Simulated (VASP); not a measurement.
Given:

```yaml
crystal:
  lattice:
    - [0.00000, 2.75210, 2.75210]
    - [2.75210, 0.00000, 2.75210]
    - [2.75210, 2.75210, 0.00000]
  atoms:
    - { symbol: Mg, position: [0.00000, 0.00000, 0.00000] }
    - { symbol: Se, position: [0.50000, 0.50000, 0.50000] }
```

Computed with HSE06 screened hybrid, VASP's PBE PAW potentials (set 64) (plane waves; VASP 6.6.1). Settings: 520 eV cut-off, 6×6×6 Γ-centred mesh, Gaussian smearing of 0.050 eV, potentials Mg Se.

**Question.** Give the stress tensor in GPa (positive for a compressed cell).

**Answer.** 
```
-1.65   0.00   0.00
 0.00  -1.65   0.00
 0.00   0.00  -1.65
```
The pressure is its mean diagonal, -1.65 GPa.

The compound is MgSe in the rock salt structure. It was relaxed first. The cell's shape comes from a PBE relaxation.
